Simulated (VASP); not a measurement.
## KMgF3: phonons from a supercell

How does the lattice of KMgF3 vibrate? The start is a cell from a database of measured crystal structures.

Main program and level: VASP 6.6.1; PBEsol; plane waves and PAW (K_pv, Mg, F).

Most raw output is cut from this account.

## (1) Set-up

The structure is cubic, space group Pm-3m (No. 221). The conventional cell has a = 3.986 Å, b = 3.986 Å, c = 3.986 Å, α = 90.00°, β = 90.00°, γ = 90.00°. Nearest to K lie 12 F at 2.82 Å. Mg has 6 F at 1.99 Å nearest. F has 2 Mg at 1.99 Å and 4 K at 2.82 Å nearest. Farther neighbours and most contacts between anions are not listed.

## (2) Relax the host

The later steps need the crystal at this functional's own lattice; a raised cutoff keeps the stress reliable while the cell changes.

INCAR

```
SYSTEM = KMgF3
PREC = Accurate
ENCUT = 520
EDIFF = 1E-06
NELM = 120
ISMEAR = 0
SIGMA = 0.05
LREAL = .FALSE.
ALGO = Normal
GGA = PS
NBANDS = 21
LORBIT = 11
LWAVE = .FALSE.
LCHARG = .FALSE.
KPAR = 4
IBRION = 2
NSW = 40
ISIF = 3
EDIFFG = -0.02
POTIM = 0.4
```

POSCAR

```
KMgF3
1.0
    3.9859000000      0.0000000000      0.0000000000
    0.0000000000      3.9859000000      0.0000000000
    0.0000000000      0.0000000000      3.9859000000
K Mg F
1 1 3
Direct
    0.5000000000      0.5000000000      0.5000000000
    0.0000000000      0.0000000000      0.0000000000
    0.0000000000      0.0000000000      0.5000000000
    0.0000000000      0.5000000000      0.0000000000
    0.5000000000      0.0000000000      0.0000000000
```

KPOINTS

```
Automatic mesh
0
Gamma
5 5 5
0 0 0
```

The projector-augmented-wave data sets are K_pv, Mg and F (PBE family, release 64).

Started as:

```sh
> mpirun -np 4 vasp_std
```

It took 15 s on 4 MPI ranks of AMD EPYC 7R43, shared host; peak memory 0.61 GiB; 56 s of CPU time.

The gap is read on the k-mesh alone, so it is an upper bound where the band edges lie off the mesh. The PAW data sets were made with PBE, which is usual practice but a small mismatch for other functionals. The run keeps the 48 symmetry operations of its start, so it cannot find a distortion of lower symmetry.

Step by step:

| step | energy less that of the first step (eV) | largest force (eV/Å) | pressure (GPa) | volume (Å³) |
| --- | --- | --- | --- | --- |
| 1 | 0.0000 | 0.0000 | 0.60 | 63.33 |
| 2 | -0.0009 | 0.0000 | 0.17 | 63.68 |

| conventional cell, symmetrised | before | after | change |
| --- | --- | --- | --- |
| a (Å) | 3.986 | 3.993 | +0.2 % |
| b (Å) | 3.986 | 3.993 | +0.2 % |
| c (Å) | 3.986 | 3.993 | +0.2 % |
| volume (Å³/atom) | 12.67 | 12.74 | +0.6 % |

The relaxed structure:

```cif
data_structure
_symmetry_space_group_name_H-M 'P 1'
_symmetry_Int_Tables_number 1
_cell_length_a 3.9932
_cell_length_b 3.9932
_cell_length_c 3.9932
_cell_angle_alpha 90.000
_cell_angle_beta 90.000
_cell_angle_gamma 90.000
_cell_volume 63.68
loop_
_atom_site_label
_atom_site_type_symbol
_atom_site_fract_x
_atom_site_fract_y
_atom_site_fract_z
_atom_site_occupancy
K1 K 0.50000 0.50000 0.50000 1
Mg2 Mg 0.00000 0.00000 0.00000 1
F3 F 0.00000 0.00000 0.50000 1
F4 F 0.00000 0.50000 0.00000 1
F5 F 0.50000 0.00000 0.00000 1
```

A gap read on the k-mesh alone can miss the band edges.

This step gave:

```
electronic cycles                               : 19
electrons                                       : 30
free energy (TOTEN)                             : -25.18 eV
Fermi energy                                    : -2.734 eV
pressure                                        : 0.1719 GPa
labelled metallic, from the levels on this mesh : no
gap on the k-mesh                               : 7.138 eV
least direct gap on the k-mesh                  : 7.403 eV
```

The run ended after 2 ionic steps, 0.001 eV below its first step, once forces and stress met EDIFFG = -0.02.

## (3) Tight relaxation

Force constants are second derivatives, so residual forces and stress must first be far smaller than in an ordinary relaxation. Mesh and cutoff differ from the relaxation before, which can move the cell too.

INCAR

```
SYSTEM = KMgF3
PREC = Accurate
ENCUT = 480
EDIFF = 1E-08
NELM = 120
ISMEAR = 0
SIGMA = 0.05
LREAL = .FALSE.
ALGO = Fast
GGA = PS
NBANDS = 21
LORBIT = 11
LWAVE = .FALSE.
LCHARG = .FALSE.
KPAR = 4
IBRION = 1
NSW = 30
ISIF = 3
EDIFFG = -0.002
POTIM = 0.4
```

Edit POSCAR of step 2 so:

```diff
@@ -2,5 +2,5 @@
 1.0
-    3.9859000000      0.0000000000      0.0000000000
-    0.0000000000      3.9859000000      0.0000000000
-    0.0000000000      0.0000000000      3.9859000000
+    3.9932422192      0.0000000000      0.0000000000
+    0.0000000000      3.9932422192      0.0000000000
+    0.0000000000      0.0000000000      3.9932422192
 K Mg F
```

KPOINTS

```
Automatic mesh
0
Gamma
7 7 7
0 0 0
```

Started as:

```sh
> mpirun -np 4 vasp_std
```

The job ended after 36 s (4 MPI ranks; peak memory 0.65 GiB).

The steps of the relaxation:

| step | energy less that of the first step (eV) | largest force (eV/Å) | pressure (GPa) | volume (Å³) |
| --- | --- | --- | --- | --- |
| 1 | 0.0000 | 0.0000 | -0.47 | 63.68 |
| 2 | -0.0005 | 0.0000 | -0.10 | 63.40 |
| 3 | -0.0005 | 0.0000 | 0.00 | 63.33 |

| conventional cell, symmetrised | before | after | change |
| --- | --- | --- | --- |
| a (Å) | 3.993 | 3.986 | -0.2 % |
| b (Å) | 3.993 | 3.986 | -0.2 % |
| c (Å) | 3.993 | 3.986 | -0.2 % |
| volume (Å³/atom) | 12.74 | 12.67 | -0.5 % |

The relaxed structure:

```xyz
5
Lattice="3.9859 0.0000 0.0000 0.0000 3.9859 0.0000 0.0000 0.0000 3.9859" Properties=species:S:1:pos:R:3 pbc="T T T"
K     1.9930    1.9930    1.9930
Mg    0.0000    0.0000    0.0000
F     0.0000    0.0000    1.9930
F     0.0000    1.9930    0.0000
F     1.9930    0.0000    0.0000
```

This step gave:

* electronic cycles: 36
* Fermi energy: -2.768 eV
* pressure: 6.80e-7 GPa
* gap on the k-mesh: 7.152 eV
* least direct gap on the k-mesh: 7.446 eV

The run ended after 3 ionic steps, 0.001 eV below its first step, once forces and stress met EDIFFG = -0.002.

## (4) Born charges and dielectric tensor

In a polar insulator long-range dipole fields split longitudinal from transverse optical modes; these two tensors supply that term.

INCAR

```
SYSTEM = KMgF3
PREC = Accurate
ENCUT = 480
EDIFF = 1E-08
NELM = 120
ISMEAR = 0
SIGMA = 0.05
LREAL = .FALSE.
ALGO = Normal
GGA = PS
NBANDS = 21
LWAVE = .FALSE.
LCHARG = .FALSE.
KPAR = 4
LEPSILON = .TRUE.
```

Edit POSCAR of step 3 so:

```diff
@@ -2,5 +2,5 @@
 1.0
-    3.9932422192      0.0000000000      0.0000000000
-    0.0000000000      3.9932422192      0.0000000000
-    0.0000000000      0.0000000000      3.9932422192
+    3.9859179942      0.0000000000      0.0000000000
+    0.0000000000      3.9859179942      0.0000000000
+    0.0000000000      0.0000000000      3.9859179942
 K Mg F
```

KPOINTS is that of step 3.

Started as:

```sh
> mpirun -np 4 vasp_std
```

The job ended after 2.1 min (4 MPI ranks; peak memory 1 GiB; 8.3 min of CPU time).

Energies printed during the response cycles are not total energies of the cell.

This step gave:

| Property | Result |
| --- | --- |
| pressure | -0.05381 GPa |
| least direct gap on the k-mesh | 7.447 eV |

Electronic dielectric tensor with local fields:

```
2.10 0.00 0.00
0.00 2.10 0.00
0.00 0.00 2.10
```

Born effective charge (e), principal values of the symmetric part by kind of site:

| atom | atoms with these values | low | middle | high | mean |
| --- | --- | --- | --- | --- | --- |
| K1 | 1 | 1.19 | 1.19 | 1.19 | 1.19 |
| Mg2 | 1 | 1.99 | 1.99 | 1.99 | 1.99 |
| F3 | 3 | -1.25 | -0.96 | -0.96 | -1.06 |

In full for Mg2:

```
1.99 0.00 0.00
0.00 1.99 0.00
0.00 0.00 1.99
```

## (5) Force constants in the supercell

System of this step: KMgF3. It takes space group Pm-3m (No. 221, cubic). The conventional cell has a = 3.986 Å, b = 3.986 Å, c = 3.986 Å, α = 90.00°, β = 90.00°, γ = 90.00°. Nearest to K lie 12 F at 2.82 Å. Nearest to Mg lie 6 F at 1.99 Å. Nearest to F lie 2 Mg at 1.99 Å and 4 K at 2.82 Å. Farther neighbours and most contacts between anions are not listed.

Each independent atom is moved by 0.015 Å both ways; the forces give the force constants out to half the supercell.

INCAR

```
SYSTEM = KMgF3
PREC = Accurate
ENCUT = 480
EDIFF = 1E-07
NELM = 120
ISMEAR = 0
SIGMA = 0.05
LREAL = Auto
ALGO = Fast
GGA = PS
LWAVE = .FALSE.
LCHARG = .FALSE.
KPAR = 4
IBRION = 6
NSW = 1
NFREE = 2
POTIM = 0.015
ISIF = 0
ADDGRID = .TRUE.
```

POSCAR

```
KMgF3
1.0
    7.9718359884      0.0000000000      0.0000000000
    0.0000000000      7.9718359884      0.0000000000
    0.0000000000      0.0000000000      7.9718359884
K Mg F
8 8 24
Direct
    0.2500000000      0.2500000000      0.2500000000
    0.2500000000      0.2500000000      0.7500000000
    0.2500000000      0.7500000000      0.2500000000
    0.2500000000      0.7500000000      0.7500000000
    0.7500000000      0.2500000000      0.2500000000
    0.7500000000      0.2500000000      0.7500000000
    0.7500000000      0.7500000000      0.2500000000
    0.7500000000      0.7500000000      0.7500000000
    0.0000000000      0.0000000000      0.0000000000
    0.0000000000      0.0000000000      0.5000000000
    0.0000000000      0.5000000000      0.0000000000
    0.0000000000      0.5000000000      0.5000000000
    0.5000000000      0.0000000000      0.0000000000
    0.5000000000      0.0000000000      0.5000000000
    0.5000000000      0.5000000000      0.0000000000
    0.5000000000      0.5000000000      0.5000000000
    0.0000000000      0.0000000000      0.2500000000
    0.0000000000      0.0000000000      0.7500000000
    0.0000000000      0.5000000000      0.2500000000
    0.0000000000      0.5000000000      0.7500000000
    0.5000000000      0.0000000000      0.2500000000
    0.5000000000      0.0000000000      0.7500000000
    0.5000000000      0.5000000000      0.2500000000
    0.5000000000      0.5000000000      0.7500000000
    0.0000000000      0.2500000000      0.0000000000
    0.0000000000      0.2500000000      0.5000000000
    0.0000000000      0.7500000000      0.0000000000
    0.0000000000      0.7500000000      0.5000000000
    0.5000000000      0.2500000000      0.0000000000
    0.5000000000      0.2500000000      0.5000000000
    0.5000000000      0.7500000000      0.0000000000
    0.5000000000      0.7500000000      0.5000000000
    0.2500000000      0.0000000000      0.0000000000
    0.2500000000      0.0000000000      0.5000000000
    0.2500000000      0.5000000000      0.0000000000
    0.2500000000      0.5000000000      0.5000000000
    0.7500000000      0.0000000000      0.0000000000
    0.7500000000      0.0000000000      0.5000000000
    0.7500000000      0.5000000000      0.0000000000
    0.7500000000      0.5000000000      0.5000000000
```

KPOINTS

```
Automatic mesh
0
Gamma
2 2 2
0 0 0
```

Started as:

```sh
> mpirun -np 4 vasp_std
```

The job ended after 38 min (4 MPI ranks; peak memory 4.8 GiB; 2.5 h of CPU time).

The last energy, forces, stress and levels in OUTCAR belong to the last displaced cell, not to the cell of POSCAR.

This step gave:

```yaml
electrons: 240
lowest_frequency: -1.06e-5 cm⁻¹
highest_frequency: 557.5 cm⁻¹
dynamically_stable: yes
zero_point_energy: 48.83 meV/atom
heat_capacity_300: 21.50 J/K/mol of atoms
entropy_300: 24.00 J/K/mol of atoms
```

With the long-range dipole term. The phonon branches at the labelled points (cm⁻¹):

| point | branch 1 | branch 2 | branch 3 | branch 4 | branch 12 | branch 13 | branch 14 | branch 15 |
| --- | --- | --- | --- | --- | --- | --- | --- | --- |
| Γ | 0 | 0 | 0 | 162 | 347 | 468 | 468 | 557 |
| 0.53 of the way | 83 | 83 | 132 | 156 | 370 | 467 | 467 | 525 |
| X | 129 | 129 | 135 | 135 | 440 | 457 | 466 | 466 |
| 0.53 of the way | 130 | 131 | 147 | 151 | 394 | 434 | 465 | 490 |
| M | 107 | 130 | 143 | 143 | 414 | 414 | 464 | 474 |
| 0.53 of the way | 100 | 102 | 146 | 160 | 364 | 437 | 466 | 530 |
| Γ | 0 | 0 | 0 | 162 | 347 | 468 | 468 | 557 |
| 0.53 of the way | 123 | 123 | 146 | 156 | 366 | 430 | 430 | 526 |
| R | 104 | 104 | 104 | 151 | 394 | 394 | 394 | 498 |
| 0.53 of the way | 133 | 137 | 149 | 149 | 389 | 424 | 437 | 508 |
| X | 129 | 129 | 135 | 135 | 440 | 457 | 466 | 466 |
| jump to M | 107 | 130 | 143 | 143 | 414 | 414 | 464 | 474 |
| 0.47 of the way | 106 | 140 | 146 | 146 | 406 | 406 | 417 | 501 |
| R | 104 | 104 | 104 | 151 | 394 | 394 | 394 | 498 |

The phonon density of states has structure finer than the step of the table below, so its rows give means over 25 cm⁻¹, whole bins alone (the curve runs from -37.4 to 611 cm⁻¹). Peaks (cm⁻¹: height): 127.9: 0.0955, 147.4: 0.167, 160.4: 0.0888, 192.8: 0.0577, 280.3: 0.0519, 465.1: 0.0868, 507.3: 0.0361.

The phonon density of states by frequency; means over each step:

| frequency (cm⁻¹) | phonon density of states (states/cm⁻¹/cell) |
| --- | --- |
| 0 | 0 |
| 25 | 4.9e-4 |
| 50 | 0.00208 |
| 75 | 0.00547 |
| 100 | 0.0169 |
| 125 | 0.0605 |
| 150 | 0.0912 |
| 175 | 0.0504 |
| 200 | 0.0453 |
| 225 | 0.0348 |
| 250 | 0.0320 |
| 275 | 0.0460 |
| 300 | 0.0223 |
| 325 | 0.0169 |
| 350 | 0.0140 |
| 375 | 0.0168 |
| 400 | 0.0260 |
| 425 | 0.0280 |
| 450 | 0.0332 |
| 475 | 0.0148 |
| 500 | 0.0224 |
| 525 | 0.0124 |
| 550 | 0.00346 |
| 575 | 0 |

Table of heat capacity at constant volume by temperature:

| temperature (K) | heat capacity at constant volume (J/K/mol of atoms) |
| --- | --- |
| 0 | 0 |
| 50 | 3.32 |
| 100 | 10.5 |
| 150 | 15.4 |
| 200 | 18.4 |
| 250 | 20.3 |
| 275 | 21.0 |
| 325 | 21.9 |
| 375 | 22.6 |
| 425 | 23.1 |
| 475 | 23.4 |
| 525 | 23.7 |
| 575 | 23.9 |
| 625 | 24.0 |
| 675 | 24.2 |
| 725 | 24.3 |
| 750 | 24.3 |
| 800 | 24.4 |
| 850 | 24.4 |
| 900 | 24.5 |
| 950 | 24.5 |
| 1000 | 24.6 |

Vibrational entropy against temperature:

| temperature (K) | vibrational entropy (J/K/mol of atoms) |
| --- | --- |
| 0 | 0 |
| 25 | 0.0853 |
| 75 | 3.18 |
| 100 | 5.72 |
| 150 | 11.0 |
| 175 | 13.5 |
| 200 | 15.9 |
| 250 | 20.2 |
| 275 | 22.2 |
| 300 | 24.0 |
| 350 | 27.4 |
| 375 | 28.9 |
| 425 | 31.8 |
| 450 | 33.1 |
| 475 | 34.4 |
| 525 | 36.7 |
| 550 | 37.8 |
| 575 | 38.9 |
| 625 | 40.9 |
| 650 | 41.8 |
| 700 | 43.6 |
| 725 | 44.5 |
| 750 | 45.3 |
| 800 | 46.9 |
| 825 | 47.6 |
| 850 | 48.4 |
| 900 | 49.8 |
| 925 | 50.4 |
| 975 | 51.7 |
| 1000 | 52.3 |

## (6) Outcome

| Quantity | Value |
| --- | --- |
| highest frequency | 557 cm⁻¹ |
| lowest frequency | -1.1e-5 cm⁻¹ |
| zero point energy | 48.8 meV/atom |
| heat capacity 300 | 21.5 J/K/mol of atoms |
| entropy 300 | 24.0 J/K/mol of atoms |

**Reading.** The spectrum reaches 557 cm⁻¹, and its lowest point lies at 0 cm⁻¹. No mode is imaginary, so the structure is a local minimum as far as this supercell can tell. Frequencies between the wave vectors that fit the supercell are interpolated.

[Lines on the potential files, build, host, timing and source positions are cut from VASP's logs without a mark.]

[Logs are printed without paths, hosts, clocks, repeated set-up lines and the standing remarks that a program may print on its own settings, such as how far it seeks lower states.]

[Hosts, paths, dates, database ids (printed as entryN), source tags and the programs' standing remarks are cut or masked in the printed files.]

[Runs that stopped without an error message from VASP are left out.]
